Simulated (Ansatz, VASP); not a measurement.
# H9C4 (amorphous polypropylene at 300 K): VASP beside Ansatz, part 2 of 2

Wanted: the spread between two codes on one cell, functional and k mesh. The cell is taken from a series of runs on this material, whose earlier steps may have relaxed, scaled, displaced or heated it; both programs get it as it stands.

VASP 6.6.1 and Ansatz 0.2.0.

So far. Step 2 (Ansatz: single point, PBE, pair 1): The run ends at a pressure of 5.72 GPa, with forces up to 9.8 eV/Å. Step 3 (VASP: single point, PBE, pair 1): The run ends at a pressure of 5.65 GPa, with forces up to 9.8 eV/Å.

## 5. VASP: single point, PBE, pair 2

Level of this step: PBE; plane waves and PAW (C, H) (VASP).

With cell and atoms fixed, the geometry can't cause a difference; cores, projectors, grids and the points listed under the comparison can.

INCAR

```
SYSTEM = H9C4
PREC = Accurate
ENCUT = 600
EDIFF = 1E-06
NELM = 120
ISMEAR = -1
SIGMA = 0.05
LREAL = Auto
ALGO = Normal
GGA = PE
NBANDS = 136
LORBIT = 11
LWAVE = .FALSE.
LCHARG = .FALSE.
ISIF = 2
LASPH = .TRUE.
GGA_COMPAT = .FALSE.
EFERMI = MIDGAP
NCORE = 2
```

POSCAR

```
H9C4
1.0
    8.8643200000      0.0000000000      0.0000000000
    0.0000000000      8.8643200000      0.0000000000
    0.0000000000      0.0000000000      8.8643200000
C H
24 54
Direct
    0.3565600000      0.3555900000      0.3133500000
    0.2995300000      0.4183700000      0.4461800000
    0.3436400000      0.3488300000      0.5751800000
    0.3109300000      0.4338500000      0.7172600000
    0.2174400000      0.2033100000      0.5894000000
    0.2507800000      0.1048100000      0.7293600000
    0.1444200000      0.9696900000      0.7002300000
    0.4130000000      0.0669500000      0.7322700000
    0.8837500000      0.3542800000      0.2962500000
    0.9563600000      0.4305400000      0.1642500000
    0.8338200000      0.4117900000      0.0422900000
    0.8935000000      0.2702700000      0.9722000000
    0.8953400000      0.5389700000      0.9263900000
    0.8131600000      0.5289700000      0.7597000000
    0.6514000000      0.5712800000      0.7384800000
    0.9232500000      0.6405200000      0.6536100000
    0.0635000000      0.8548600000      0.2744000000
    0.2271600000      0.7959100000      0.2944100000
    0.3238600000      0.8075800000      0.1398500000
    0.2526400000      0.7162400000      0.0320000000
    0.4929800000      0.7521500000      0.1792600000
    0.5813000000      0.8689200000      0.2638700000
    0.7074100000      0.7881400000      0.3556400000
    0.6524400000      0.9560300000      0.1543800000
    0.2840400000      0.2310800000      0.2915500000
    0.2932800000      0.4153200000      0.2091900000
    0.4547100000      0.3031600000      0.3001200000
    0.1920600000      0.4653600000      0.4272400000
    0.3679900000      0.5418100000      0.4379400000
    0.4539800000      0.3297500000      0.5918700000
    0.3304400000      0.3863200000      0.8384100000
    0.3496000000      0.5483900000      0.7042800000
    0.1805200000      0.4402000000      0.7200200000
    0.2469500000      0.1203000000      0.5011400000
    0.1076800000      0.2287100000      0.5903300000
    0.2265500000      0.1830500000      0.8296700000
    0.1626400000      0.8785800000      0.6477000000
    0.0373400000      0.0286700000      0.6920400000
    0.1050700000      0.9218200000      0.8273700000
    0.4376700000      0.0096600000      0.6372200000
    0.4795100000      0.1374500000      0.7761300000
    0.4259000000      0.9605400000      0.8248000000
    0.8864400000      0.2166400000      0.2701100000
    0.7690600000      0.3966100000      0.3255100000
    0.9449000000      0.3801800000      0.4097800000
    0.9430800000      0.5652100000      0.2048500000
    0.0785900000      0.4058600000      0.1510600000
    0.7218600000      0.4099800000      0.0549300000
    0.9864600000      0.2590500000      0.8952900000
    0.7974800000      0.2317300000      0.8751200000
    0.8685900000      0.1710600000      0.0469900000
    0.8565200000      0.6425700000      0.9648100000
    0.0163400000      0.5341400000      0.9257700000
    0.8294100000      0.4258300000      0.7205100000
    0.6292500000      0.5697500000      0.6392200000
    0.5960600000      0.4981700000      0.8209700000
    0.6383700000      0.6808000000      0.8160400000
    0.0492800000      0.6369100000      0.6735200000
    0.9152300000      0.6132900000      0.5445500000
    0.8777800000      0.7460000000      0.6599800000
    0.0129400000      0.8799600000      0.3682000000
    0.9948000000      0.8127200000      0.1830300000
    0.0761300000      0.9821200000      0.2085300000
    0.2130600000      0.6995400000      0.3354400000
    0.2754200000      0.8732100000      0.3708500000
    0.3254400000      0.9170000000      0.1132800000
    0.3368200000      0.6929700000      0.9391900000
    0.1565100000      0.7376700000      0.9790800000
    0.2293400000      0.5822600000      0.0697000000
    0.5399800000      0.7061800000      0.0914400000
    0.4717000000      0.6533100000      0.2591500000
    0.5202500000      0.9229900000      0.3626200000
    0.7689500000      0.7036500000      0.2606100000
    0.8014400000      0.8519700000      0.3758700000
    0.6589900000      0.7364800000      0.4357800000
    0.7372400000      0.9143500000      0.0757900000
    0.5553000000      0.0135300000      0.0960700000
    0.7107900000      0.0534300000      0.2070900000
```

KPOINTS

```
Automatic mesh
0
Gamma
1 1 1
0 0 0
```

Potentials, in the order of the species: C and H (PBE family, release 64).

Run with:

```sh
mpirun -np 8 vasp_gam
```

Numbers of over 12 decimals in the logs are rounded to 6 here.

What it wrote:

```text
[... set-up lines as in an earlier step ...]
 entering main loop
       N       E                     dE             d eps       ncg     rms          rms(c)
DAV:   1     0.952153008483E+03    0.95215E+03   -0.78217E+04   272   0.111E+03
DAV:   2    -0.318004014682E+03   -0.12702E+04   -0.11863E+04   352   0.241E+02
DAV:   3    -0.444763439207E+03   -0.12676E+03   -0.12554E+03   352   0.765E+01
DAV:   4    -0.448023150916E+03   -0.32597E+01   -0.32503E+01   344   0.140E+01
[...]
DAV:  15    -0.400922078898E+03    0.33521E-04   -0.43311E-05   304   0.251E-02    0.937E-03
DAV:  16    -0.400922075842E+03    0.30564E-05   -0.13271E-05   328   0.120E-02    0.577E-03
DAV:  17    -0.400922075983E+03   -0.14162E-06   -0.41252E-06   312   0.703E-03
   1 F= -.40092208E+03 E0= -.40092208E+03  d E =-.487040E-20
```

OUTCAR, selected parts (step 5):

```text
  FREE ENERGIE OF THE ION-ELECTRON SYSTEM (eV)
  ---------------------------------------------------
  free  energy   TOTEN  =      -400.9220759832 eV

  energy  without entropy=     -400.9220759832  energy(sigma->0) =     -400.92207598

[... 1 part as in an earlier step ...]
```

The run ends at a pressure of 7.07 GPa, with forces up to 15 eV/Å.

## 6. Ansatz: single point, PBE, pair 2

The same cell, functional, mesh and smearing now go to Ansatz, which takes its cutoff from its data sets.

The cell is taken from a series of runs on this material, whose earlier steps may have relaxed, scaled, displaced or heated it; both programs get it as it stands.

input.yaml

```yaml
crystal:
  lattice:
    - [8.86432, 0.0, 0.0]
    - [0.0, 8.86432, 0.0]
    - [0.0, 0.0, 8.86432]
  atoms:
    - { symbol: C, position: [0.35656, 0.35559, 0.31335] }
    - { symbol: C, position: [0.29953, 0.41837, 0.44618] }
    - { symbol: C, position: [0.34364, 0.34883, 0.57518] }
    - { symbol: C, position: [0.31093, 0.43385, 0.71726] }
    - { symbol: C, position: [0.21744, 0.20331, 0.5894] }
    - { symbol: C, position: [0.25078, 0.10481, 0.72936] }
    - { symbol: C, position: [0.14442, 0.96969, 0.70023] }
    - { symbol: C, position: [0.413, 0.06695, 0.73227] }
    - { symbol: H, position: [0.28404, 0.23108, 0.29155] }
    - { symbol: H, position: [0.29328, 0.41532, 0.20919] }
    - { symbol: H, position: [0.45471, 0.30316, 0.30012] }
    - { symbol: H, position: [0.19206, 0.46536, 0.42724] }
    - { symbol: H, position: [0.36799, 0.54181, 0.43794] }
    - { symbol: H, position: [0.45398, 0.32975, 0.59187] }
    - { symbol: H, position: [0.33044, 0.38632, 0.83841] }
    - { symbol: H, position: [0.3496, 0.54839, 0.70428] }
    - { symbol: H, position: [0.18052, 0.4402, 0.72002] }
    - { symbol: H, position: [0.24695, 0.1203, 0.50114] }
    - { symbol: H, position: [0.10768, 0.22871, 0.59033] }
    - { symbol: H, position: [0.22655, 0.18305, 0.82967] }
    - { symbol: H, position: [0.16264, 0.87858, 0.6477] }
    - { symbol: H, position: [0.03734, 0.02867, 0.69204] }
    - { symbol: H, position: [0.10507, 0.92182, 0.82737] }
    - { symbol: H, position: [0.43767, 0.00966, 0.63722] }
    - { symbol: H, position: [0.47951, 0.13745, 0.77613] }
    - { symbol: H, position: [0.4259, 0.96054, 0.8248] }
    - { symbol: C, position: [0.88375, 0.35428, 0.29625] }
    - { symbol: C, position: [0.95636, 0.43054, 0.16425] }
    - { symbol: C, position: [0.83382, 0.41179, 0.04229] }
    - { symbol: C, position: [0.8935, 0.27027, 0.9722] }
    - { symbol: C, position: [0.89534, 0.53897, 0.92639] }
    - { symbol: C, position: [0.81316, 0.52897, 0.7597] }
    - { symbol: C, position: [0.6514, 0.57128, 0.73848] }
    - { symbol: C, position: [0.92325, 0.64052, 0.65361] }
    - { symbol: H, position: [0.88644, 0.21664, 0.27011] }
    - { symbol: H, position: [0.76906, 0.39661, 0.32551] }
    - { symbol: H, position: [0.9449, 0.38018, 0.40978] }
    - { symbol: H, position: [0.94308, 0.56521, 0.20485] }
    - { symbol: H, position: [0.07859, 0.40586, 0.15106] }
    - { symbol: H, position: [0.72186, 0.40998, 0.05493] }
    - { symbol: H, position: [0.98646, 0.25905, 0.89529] }
    - { symbol: H, position: [0.79748, 0.23173, 0.87512] }
    - { symbol: H, position: [0.86859, 0.17106, 0.04699] }
    - { symbol: H, position: [0.85652, 0.64257, 0.96481] }
    - { symbol: H, position: [0.01634, 0.53414, 0.92577] }
    - { symbol: H, position: [0.82941, 0.42583, 0.72051] }
    - { symbol: H, position: [0.62925, 0.56975, 0.63922] }
    - { symbol: H, position: [0.59606, 0.49817, 0.82097] }
    - { symbol: H, position: [0.63837, 0.6808, 0.81604] }
    - { symbol: H, position: [0.04928, 0.63691, 0.67352] }
    - { symbol: H, position: [0.91523, 0.61329, 0.54455] }
    - { symbol: H, position: [0.87778, 0.746, 0.65998] }
    - { symbol: C, position: [0.0635, 0.85486, 0.2744] }
    - { symbol: C, position: [0.22716, 0.79591, 0.29441] }
    - { symbol: C, position: [0.32386, 0.80758, 0.13985] }
    - { symbol: C, position: [0.25264, 0.71624, 0.032] }
    - { symbol: C, position: [0.49298, 0.75215, 0.17926] }
    - { symbol: C, position: [0.5813, 0.86892, 0.26387] }
    - { symbol: C, position: [0.70741, 0.78814, 0.35564] }
    - { symbol: C, position: [0.65244, 0.95603, 0.15438] }
    - { symbol: H, position: [0.01294, 0.87996, 0.3682] }
    - { symbol: H, position: [0.9948, 0.81272, 0.18303] }
    - { symbol: H, position: [0.07613, 0.98212, 0.20853] }
    - { symbol: H, position: [0.21306, 0.69954, 0.33544] }
    - { symbol: H, position: [0.27542, 0.87321, 0.37085] }
    - { symbol: H, position: [0.32544, 0.917, 0.11328] }
    - { symbol: H, position: [0.33682, 0.69297, 0.93919] }
    - { symbol: H, position: [0.15651, 0.73767, 0.97908] }
    - { symbol: H, position: [0.22934, 0.58226, 0.0697] }
    - { symbol: H, position: [0.53998, 0.70618, 0.09144] }
    - { symbol: H, position: [0.4717, 0.65331, 0.25915] }
    - { symbol: H, position: [0.52025, 0.92299, 0.36262] }
    - { symbol: H, position: [0.76895, 0.70365, 0.26061] }
    - { symbol: H, position: [0.80144, 0.85197, 0.37587] }
    - { symbol: H, position: [0.65899, 0.73648, 0.43578] }
    - { symbol: H, position: [0.73724, 0.91435, 0.07579] }
    - { symbol: H, position: [0.5553, 0.01353, 0.09607] }
    - { symbol: H, position: [0.71079, 0.05343, 0.20709] }
kpoints:
  mp_grid: { grid: [1, 1, 1] }
hamiltonian:
  xc: pbe
scf:
  occupations: { method: fermi_dirac, width: 0.05 }
output:
  forces: true
  eigenvalues: true
  populations: true
  stress: true
```

Run with:

```sh
ansatz run input.yaml --threads 4 --pin off --max-ram 8192MiB --backend cpu --events-out ev --progress --plain --runs-dir out
```

What it wrote:

```text
[...]
Crystal: 78 atoms, lattice volume = 696.524 Å³
Basis set: ecut = 420 eV, 13613 PW (Γ), exchange–correlation on 120×120×120 points (8 copies of the dense FFT grid, shifted against one another)
Bands: 153, of which v1, the nominal top of the filled ones, is band 75 counted from 1 (74 counted from 0)
Symmetry: 1 space group operations
[...]
k-points: 1
[...]
--- Löwdin populations: 78 sites ---
  site symbol       q [e]
     0      C      4.4000
     1      C      4.2042
     2      C      4.1181
     3      C      4.4200
     4      C      4.2996
     5      C      4.0480
     6      C      4.4827
     7      C      4.4819
[...]
74      H      0.7787
    75      H      0.8151
    76      H      0.8374
    77      H      0.8361
  spilling = 0.011856 (of n_electrons = 150.000000)
[key lines of the parts left out:]
SCF converged after 8 iterations
Free energy (F): -6876.316772 eV
Fermi energy:    1.153195 eV
P = ⅓ Tr σ = 7.1630 GPa (71.630 kbar)
```

The run ends at a pressure of 7.16 GPa, with forces up to 15 eV/Å.

## 7. Side by side

Both answers:

```csv
quantity,Ansatz,VASP,difference
pressure (GPa),7.16,7.07,+0.09
gap on the k mesh (eV),4.835,4.835,0.000
```

Forces on 7 of the 78 atoms, those with the largest forces and the largest differences (eV/Å; atoms numbered as in POSCAR):

```csv
atom,"Ansatz x, y, z","VASP x, y, z"
C1,"-7.431, -3.033, -5.885","-7.396, -3.052, -5.913"
C7,"-3.071, 6.304, 9.634","-3.060, 6.264, 9.608"
C8,"-4.768, -7.319, 2.849","-4.716, -7.299, 2.847"
C11,"9.430, 1.401, -4.005","9.390, 1.415, -3.997"
C15,"3.369, 1.864, 14.553","3.334, 1.872, 14.502"
C18,"-0.472, 7.680, -5.038","-0.463, 7.644, -5.027"
H55,"-3.317, 0.147, -10.541","-3.312, 0.150, -10.517"
```

The forces differ by 14 meV/Å r.m.s., which is 0.4 % of the r.m.s. force of 3.124 eV/Å (both taken over all components). A gap on the mesh is an upper bound, since the band edges may lie between its points.

## 8. Summary of results

```yaml
r_m_s_force_difference_single_point_pbe_pair_1: 0.56 % of the r.m.s. force
r_m_s_force_difference_single_point_pbe_pair_2: 0.43 % of the r.m.s. force
```

What this shows: The r.m.s. force difference is 0.56 % of the r.m.s. force (single point, PBE, pair 1), within the 3 % picked in this series as the mark of a large difference. Such differences can come from data sets, numerical settings and the points named under the comparisons, not from the functional's error against experiment.

[Lines on the potential files, build, host, timing and source positions are cut from VASP's logs without a mark.]

[Logs are printed without paths, hosts, clocks, repeated set-up lines and the standing remarks that a program may print on its own settings, such as how far it seeks lower states.]

[Hosts, paths, dates, database ids (printed as entryN), source tags and the programs' standing remarks are cut or masked in the printed files.]
